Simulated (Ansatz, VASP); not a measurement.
# Ti5Sn3 (Ti5Sn3 (P6_3/mcm)): VASP beside Ansatz, part 2 of 2

One calculation is typed for both programs; each brings its own data sets. How far apart do they land? The cell is taken from a series of runs on this material, whose earlier steps may have relaxed, scaled, displaced or heated it; both programs get it as it stands.

VASP 6.6.1 and Ansatz 0.2.0.

So far: The structure; Ansatz: relaxation of cell and atoms, PBEsol.

## (3) VASP: relaxation of cell and atoms, PBEsol

Level of this step: PBEsol; plane waves and PAW (Ti_sv, Sn_d) (VASP).

The same cell, functional, mesh and smearing now go to VASP, with its own data sets.

Lines of VASP's logs that name or quote its potential files are left out, and so is its time.

File INCAR:

```
SYSTEM = Ti5Sn3
PREC = Accurate
ENCUT = 500
EDIFF = 1E-07
NELM = 120
ISMEAR = -1
SIGMA = 0.05
LREAL = .FALSE.
ALGO = Normal
GGA = PS
NBANDS = 126
LASPH = .TRUE.
LORBIT = 11
LWAVE = .FALSE.
LCHARG = .FALSE.
ISIF = 3
IBRION = 2
NSW = 80
EDIFFG = -0.005
GGA_COMPAT = .FALSE.
NELMIN = 4
KPAR = 4
```

File POSCAR:

```
Ti5Sn3
1.0
    8.0440310000      0.0000000000      0.0000000000
   -4.0220150000      6.9663350000      0.0000000000
    0.0000000000      0.0000000000      5.4258550000
Ti Sn
10 6
Direct
    0.2433844077      0.0000000329      0.2500000000
    0.2433844077      0.2433844248      0.7500000000
    0.0000000158      0.7566156410      0.7500000000
    0.0000000158      0.2433844248      0.2500000000
    0.7566156239      0.7566156410      0.2500000000
    0.7566156239      0.0000000329      0.7500000000
    0.3333333491      0.6666666996      1.0000000000
    0.6666666825      0.3333333662      0.5000000000
    0.6666666825      0.3333333662      1.0000000000
    0.3333333491      0.6666666996      0.5000000000
    0.6086328416      0.0000000329      0.2500000000
    0.6086328416      0.6086328587      0.7500000000
    0.0000000158      0.3913672071      0.7500000000
    0.0000000158      0.6086328587      0.2500000000
    0.3913671900      0.3913672071      0.2500000000
    0.3913671900      0.0000000329      0.7500000000
```

File KPOINTS:

```
Automatic mesh
0
Gamma
6 6 7
0 0 0
```

PAW data sets: Ti_sv and Sn_d (PBE family, release 64).

Run with:

```sh
mpirun -np 4 vasp_std
```

Numbers of over 12 decimals in the logs are rounded to 6 here.

The program printed:

```text
[banner, memory and clock lines left out]
running    4 mpi-ranks, on    1 nodes
 distrk:  each k-point on    1 cores,    4 groups
 distr:  one band on    1 cores,    1 groups

 POSCAR found type information on POSCAR TiSn
 POSCAR found :  2 types and      16 ions
|                                                                             |
|               ----> ADVICE to this user running VASP <----                  |
|                                                                             |
|     You enforced a specific xc type in the INCAR file but a different       |
|     [... a line on the potential file left out ...]
|     I HOPE YOU KNOW WHAT YOU ARE DOING!                                     |
|                                                                             |

 LDA part: xc-table for (Slater+PW92), standard interpolation
 POSCAR, INCAR and KPOINTS ok, starting setup
 FFT: planning ... GRIDC
 FFT: planning ... GRID_SOFT
 FFT: planning ... GRID
 WAVECAR not read
 entering main loop
       N       E                     dE             d eps       ncg     rms          rms(c)
DAV:   1     0.300275190022E+04    0.30028E+04   -0.92005E+04  7174   0.235E+03
DAV:   2     0.451437783128E+03   -0.25513E+04   -0.25053E+04  7056   0.721E+02
DAV:   3    -0.422373341109E+02   -0.49368E+03   -0.47192E+03  7808   0.267E+02
DAV:   4    -0.125090827780E+03   -0.82853E+02   -0.80723E+02 11000   0.901E+01
DAV:   5    -0.133806924110E+03   -0.87161E+01   -0.86711E+01 10704   0.237E+01    0.323E+01
DAV:   6    -0.121589962858E+03    0.12217E+02   -0.14314E+02  9872   0.379E+01    0.215E+01
DAV:   7    -0.122899741988E+03   -0.13098E+01   -0.73102E+01 10022   0.259E+01    0.240E+01
DAV:   8    -0.116031990306E+03    0.68678E+01   -0.48425E+01  9602   0.168E+01    0.650E+00
DAV:   9    -0.115591911695E+03    0.44008E+00   -0.48158E+00  9792   0.592E+00    0.280E+00
DAV:  10    -0.115579634841E+03    0.12277E-01   -0.46554E-01 10206   0.215E+00    0.170E+00
DAV:  11    -0.115594296012E+03   -0.14661E-01   -0.23050E-01 10168   0.135E+00    0.850E-01
DAV:  12    -0.115582349620E+03    0.11946E-01   -0.88799E-02  9176   0.924E-01    0.355E-01
DAV:  13    -0.115582994250E+03   -0.64463E-03   -0.52322E-03  9984   0.219E-01    0.102E-01
DAV:  14    -0.115583005629E+03   -0.11379E-04   -0.41746E-04 10136   0.750E-02    0.676E-02
DAV:  15    -0.115583012011E+03   -0.63824E-05   -0.90463E-05  9728   0.351E-02    0.328E-02
DAV:  16    -0.115582999820E+03    0.12192E-04   -0.49835E-05  9080   0.204E-02    0.956E-03
DAV:  17    -0.115583000500E+03   -0.68007E-06   -0.41912E-06  9600   0.621E-03    0.312E-03
DAV:  18    -0.115583001126E+03   -0.62670E-06   -0.91806E-07  7312   0.300E-03    0.673E-04
DAV:  19    -0.115583001191E+03   -0.64341E-07   -0.69252E-08  4824   0.132E-03
   1 F= -.11558300E+03 E0= -.11553214E+03  d E =-.115583E+03
[... from here on, the cycles between the ionic steps are left out ...]
   2 F= -.11558072E+03 E0= -.11553463E+03  d E =0.228515E-02
   3 F= -.11565429E+03 E0= -.11560586E+03  d E =-.712892E-01
   4 F= -.11565428E+03 E0= -.11560589E+03  d E =-.712753E-01
   5 F= -.11565462E+03 E0= -.11560642E+03  d E =-.343577E-03
   6 F= -.11565462E+03 E0= -.11560643E+03  d E =-.343800E-03
   7 F= -.11565467E+03 E0= -.11560637E+03  d E =-.521143E-04
   8 F= -.11565467E+03 E0= -.11560637E+03  d E =-.518955E-04
   9 F= -.11565472E+03 E0= -.11560635E+03  d E =-.447090E-04
  10 F= -.11565477E+03 E0= -.11560619E+03  d E =-.945906E-04
 curvature:  -2.57 expect dE=-0.105E-03 dE for cont linesearch -0.742E-07
 trial: gam= 0.37662 g(F)=  0.775E-05 g(S)=  0.330E-04 ort =-0.197E-05 (trialstep = 0.114E+01)
 search vector abs. value=  0.584E-04
 bond charge predicted
       N       E                     dE             d eps       ncg     rms          rms(c)
DAV:   1    -0.115655042577E+03   -0.27588E-03   -0.18258E-02  9302   0.844E-01    0.130E-01
DAV:   2    -0.115654934038E+03    0.10854E-03   -0.28182E-03  8408   0.254E-01    0.951E-02
DAV:   3    -0.115654895277E+03    0.38761E-04   -0.83427E-04  9888   0.116E-01    0.835E-02
DAV:   4    -0.115654769401E+03    0.12588E-03   -0.42508E-04  9836   0.850E-02    0.173E-02
DAV:   5    -0.115654771654E+03   -0.22534E-05   -0.75104E-05  9446   0.296E-02    0.693E-03
DAV:   6    -0.115654774147E+03   -0.24932E-05   -0.91633E-06 10596   0.103E-02    0.695E-03
DAV:   7    -0.115654776401E+03   -0.22541E-05   -0.31063E-06  9072   0.522E-03    0.342E-03
DAV:   8    -0.115654777422E+03   -0.10207E-05   -0.56456E-07  8532   0.276E-03    0.905E-04
DAV:   9    -0.115654777501E+03   -0.79282E-07   -0.72979E-08  4282   0.137E-03
  11 F= -.11565478E+03 E0= -.11560625E+03  d E =-.107480E-04
 trial-energy change:   -0.000011  1 .order   -0.000016   -0.000046    0.000014
 step:   0.7399(harm=  0.8688)  dis= 0.00025  next Energy=  -115.654780 (dE=-0.135E-04)
 reached required accuracy - stopping structural energy minimisation
```

Parts of OUTCAR (step 3):

```text
ion  position               nearest neighbor table
   1  0.243  0.000  0.250-  15 2.75  14 2.75  11 2.94  16 2.96  16 2.96
   2  0.243  0.243  0.750-  16 2.75  13 2.75  12 2.94  15 2.96  15 2.96
   3  0.000  0.757  0.750-  12 2.75  16 2.75  13 2.94  14 2.96  14 2.96
   4  0.000  0.243  0.250-  15 2.75  11 2.75  14 2.94  13 2.96  13 2.96
   5  0.757  0.757  0.250-  11 2.75  14 2.75  15 2.94  12 2.96  12 2.96
   6  0.757  0.000  0.750-  12 2.75  13 2.75  16 2.94  11 2.96  11 2.96
   7  0.333  0.667  0.000-  10 2.71  10 2.71  15 2.83  16 2.83  12 2.83  11 2.83  14 2.83  13 2.83

  LATTYP: Found a hexagonal cell.
 ALAT       =     8.0440310000
 C/A-ratio  =     0.6745194045

 Subroutine GETGRP returns: Found 24 space group operations
 (whereof 12 operations were pure point group operations)

The static configuration has the point symmetry D_3d.
 The point group associated with its full space group is D_6h.

 Found     28 irreducible k-points:

   k-points           NKPTS =     28   k-points in BZ     NKDIM =     28   number of bands    NBANDS=    126

   dimension x,y,z NGX =    60 NGY =   60 NGZ =   40
   dimension x,y,z NGXF=   120 NGYF=  120 NGZF=   80

   ENCUT  =  500.0 eV  36.75 Ry    6.06 a.u.  14.67 14.67  9.89*2*pi/ulx,y,z

   NELECT =     204.0000    total number of electrons

 k-points in reciprocal lattice and weights: Automatic mesh
   0.00000000  0.00000000  0.00000000       0.004
   0.16666667  0.00000000  0.00000000       0.024
   0.33333333  0.00000000  0.00000000       0.024
   0.50000000  0.00000000  0.00000000       0.012
   0.16666667  0.16666667  0.00000000       0.024
   0.33333333  0.16666667  0.00000000       0.048
   0.33333333  0.33333333  0.00000000       0.008
   0.00000000  0.00000000  0.14285714       0.008
   0.16666667  0.00000000  0.14285714       0.048
[...]
0.33333333  0.16666667  0.42857143       0.095
   0.33333333  0.33333333  0.42857143       0.016

 average (electrostatic) potential at core
       1 -71.4828       2 -71.4828       3 -71.4828       4 -71.4828       5 -71.4828
       6 -71.4828       7 -70.8710       8 -70.8710       9 -70.8710      10 -70.8710
      11 -96.6722      12 -96.6722      13 -96.6722      14 -96.6722      15 -96.6722
      16 -96.6722

 E-fermi :   9.4845

 k-point     1 :       0.0000    0.0000    0.0000
  band No.  band energies     occupation
    ...
     98       8.5324      2.00000
     99       8.5712      2.00000
    100       8.8798      1.99999
    101       9.0442      1.99970
    102       9.0442      1.99970
    103       9.6510      0.06911
    104       9.6510      0.06911
    105       9.7139      0.02013
    106       9.7139      0.02013
    107       9.8302      0.00198
    ...

 k-point     2 :       0.1667    0.0000    0.0000
  band No.  band energies     occupation
    ...
     98       8.6455      2.00000
     99       8.6616      2.00000
    100       8.8701      1.99999
    101       8.8962      1.99998
    102       9.0844      1.99933
    103       9.5845      0.23811
    104       9.7031      0.02494
    105       9.7038      0.02458
    106       9.7371      0.01269
    107       9.8462      0.00144
    ...

 k-point     3 :       0.3333    0.0000    0.0000
  band No.  band energies     occupation
    ...
     99       8.7952      2.00000
    100       8.8029      2.00000
    101       8.8635      1.99999
    102       9.2392      1.98528
    103       9.3793      1.78251
    104       9.6546      0.06446
    105       9.7868      0.00472
    106       9.7988      0.00372
    107       9.8982      0.00051
    108      10.1142      0.00001
    ...

  Total        0.0387663      0.0387663      0.0478498      0.0000000      0.0000000      0.0000000
  in kB        0.2096559      0.2096559      0.2587811      0.0000000      0.0000000      0.0000000
  external PRESSURE =       0.2260310 kB  Pullay stress =       0.0000000 kB

  energy-cutoff  :      500.00
  volume of cell :      296.25
      direct lattice vectors                 reciprocal lattice vectors
     7.980013093 -0.000000005 -0.000000000     0.125313078  0.072349532  0.000000000
    -3.990006054  6.910893873  0.000000000     0.000000000  0.144699082  0.000000000
    -0.000000000 -0.000000000  5.371805788     0.000000000  0.000000000  0.186157140

 POSITION                                       TOTAL-FORCE (eV/Angst)
 -----------------------------------------------------------------------------------
      1.93930      0.00000      1.34295        -0.000081      0.000000      0.000000
      0.96965      1.67948      4.02885        -0.000040     -0.000070      0.000000
     -3.02036      5.23141      4.02885        -0.000040      0.000070     -0.000000
     -0.96965      1.67948      1.34295         0.000040     -0.000070     -0.000000
      3.02036      5.23141      1.34295         0.000040      0.000070      0.000000
      6.04072      0.00000      4.02885         0.000081     -0.000000      0.000000
      0.00000      4.60726     -0.00000        -0.000000     -0.000000      0.000000
      3.99001      2.30363      2.68590        -0.000000     -0.000000      0.000000
      3.99001      2.30363     -0.00000        -0.000000     -0.000000      0.000000
      0.00000      4.60726      2.68590        -0.000000     -0.000000      0.000000
      4.85507      0.00000      1.34295        -0.001099      0.000000      0.000000
      2.42753      4.20461      4.02885        -0.000550     -0.000952      0.000000
     -1.56247      2.70628      4.02885        -0.000550      0.000952     -0.000000
     -2.42753      4.20461      1.34295         0.000550     -0.000952     -0.000000
      1.56247      2.70628      1.34295         0.000550      0.000952      0.000000
      3.12495      0.00000      4.02885         0.001099     -0.000000     -0.000000
 -----------------------------------------------------------------------------------
    total drift:                                0.000126     -0.002608      0.000000

  FREE ENERGIE OF THE ION-ELECTRON SYSTEM (eV)
  ---------------------------------------------------
  free  energy   TOTEN  =      -115.6547775013 eV

  energy  without entropy=     -115.5577231419  energy(sigma->0) =     -115.60625032

 reached required accuracy - stopping structural energy minimisation

 total charge
# of ion       s       p       d       tot
------------------------------------------
    1        2.162   6.102   1.875  10.140
    2        2.162   6.102   1.875  10.140
    3        2.162   6.102   1.875  10.140
    4        2.162   6.102   1.875  10.140
    5        2.162   6.102   1.875  10.140
    6        2.162   6.102   1.875  10.140
    7        2.187   6.135   2.011  10.333
    8        2.187   6.135   2.011  10.333
    9        2.187   6.135   2.011  10.333
   10        2.187   6.135   2.011  10.333
   11        1.132   1.497  10.021  12.650
   12        1.132   1.497  10.021  12.650
   13        1.132   1.497  10.021  12.650
   14        1.132   1.497  10.021  12.650
   15        1.132   1.497  10.021  12.650
   16        1.132   1.497  10.021  12.650
--------------------------------------------------
tot         28.511  70.139  79.424 178.074

[... 3 further parts left out ...]
```

CONTCAR:

```
Ti5Sn3
   1.00000000000000
     7.9800130928587345   -0.0000000046056309   -0.0000000000000000
    -3.9900060543971780    6.9108938730802878    0.0000000000000000
    -0.0000000000000000   -0.0000000000000000    5.3718057881863057
  Ti              Sn
    10     6
Direct
     0.2430192808290651    0.0000000328997921    0.2500000000000000
     0.2430192808290317    0.2430192979292032    0.7500000000000000
     0.0000000158000311    0.7569807678705934    0.7500000000000000
     0.0000000157999644    0.2430192979294086    0.2500000000000000
     0.7569807507709638    0.7569807678707987    0.2500000000000000
     0.7569807507709302    0.0000000329002027    0.7500000000000000
     0.3333333491000019    0.6666666996000004    0.0000000000000000
     0.6666666825000007    0.3333333662000015    0.5000000000000000
     0.6666666825000007    0.3333333662000015    0.0000000000000000
     0.3333333491000019    0.6666666996000004    0.5000000000000000
     0.6084033465438955    0.0000000329000142    0.2500000000000000
     0.6084033465438983    0.6084033636438838    0.7500000000000000
     0.0000000157999950    0.3915967021561279    0.7500000000000000
     0.0000000158000005    0.6084033636438669    0.2500000000000000
     0.3915966850560975    0.3915967021561111    0.2500000000000000
     0.3915966850561001    0.0000000328999806    0.7500000000000000
```

The run keeps the 24 symmetry operations of its start, so it cannot find a distortion of lower symmetry.

## (4) Comparison

Known differences besides the potentials themselves: VASP's second relaxation, with the basis of the relaxed cell, did not converge, so the first is compared; the cutoff is 420 eV in Ansatz and 500 eV in VASP; Ansatz makes its cores anew for this functional, VASP keeps those of its PBE data sets; Ansatz adds a Pulay correction to the stress that steers its cell, VASP none. Total energies have different zeros and are not compared.

The two programs side by side:

| quantity | Ansatz | VASP | difference |
| --- | --- | --- | --- |
| volume (Å³) | 296.19 | 296.25 | -0.02 % |
| edge a after relaxation, in the typed setting (Å) | 7.979 | 7.980 | -0.02 % |
| edge c after relaxation, in the typed setting (Å) | 5.372 | 5.372 | +0.01 % |

## (5) What came out

| Quantity | Value |
| --- | --- |
| difference in volume (relaxation of cell and atoms, PBEsol) | -0.021 % |

The difference in volume is -0.021 % (relaxation of cell and atoms, PBEsol), within the 1.2 % picked in this series as the mark of a large difference, as far as the stopping tolerances let one tell. VASP runs on this material, other cells and data sets included, that failed, so that no pair exists: relaxation of cell and atoms, PBEsol (timeout). Such differences can come from data sets, numerical settings and the points named under the comparisons, not from the functional's error against experiment.

[Lines on the potential files, build, host, timing and source positions are cut from VASP's logs without a mark.]

[Logs are printed without paths, hosts, clocks, repeated set-up lines and the standing remarks that a program may print on its own settings, such as how far it seeks lower states.]

[Hosts, paths, dates, database ids (printed as entryN), source tags and the programs' standing remarks are cut or masked in the printed files.]
